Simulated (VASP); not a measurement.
Consider the following.

```
B
1.0
    4.40817    -2.44931    -0.00171
    4.40817     2.44931    -0.00171
    3.04881     0.00000     4.01694
B
12
Direct
  0.00996   0.65431   0.00996
  0.00996   0.00996   0.65431
  0.65431   0.00996   0.00996
  0.99004   0.34569   0.99004
  0.99004   0.99004   0.34569
  0.34569   0.99004   0.99004
  0.22054   0.63167   0.22054
  0.22054   0.22054   0.63167
  0.63167   0.22054   0.22054
  0.77946   0.36833   0.77946
  0.77946   0.77946   0.36833
  0.36833   0.77946   0.77946
```

Calculation: r2SCAN meta-GGA, VASP's PBE PAW potentials (set 64) (plane waves; VASP). Numerical set-up: 520 eV cut-off, 6×6×6 Γ-centred mesh, tetrahedra with Blöchl corrections, potentials B.

Task: Give the energies of bands 11 to 24 at the high-symmetry points, in eV from the valence-band maximum.

Result: 
```csv
band,Γ,T,H2,L,S0,F
11,-6.80,-5.02,-4.17,-5.41,-3.77,-5.07
12,-5.78,-4.30,-4.13,-5.17,-3.54,-4.36
13,-4.63,-3.64,-3.49,-4.48,-3.50,-3.89
14,-4.63,-3.64,-3.20,-3.31,-3.27,-3.32
15,-1.39,-3.09,-2.61,-2.74,-2.88,-3.05
16,-0.93,-1.93,-2.41,-2.08,-2.59,-2.77
17,-0.93,-1.93,-2.04,-1.78,-2.09,-2.21
18,-0.38,0.00,-1.90,-0.68,-1.84,-2.08
19,1.67,2.87,1.90,2.15,2.06,1.63
20,4.90,3.00,2.92,3.46,2.42,2.92
21,4.90,3.00,3.36,3.97,3.43,3.06
22,5.11,5.32,4.12,5.17,4.12,3.77
23,5.11,5.32,5.21,5.29,5.05,5.77
24,6.74,5.86,5.39,5.92,5.44,5.87
```

The gap is indirect, 1.63 eV, from the valence maximum at T to the conduction minimum at F.

The compound is B in the alpha structure. It was relaxed first.
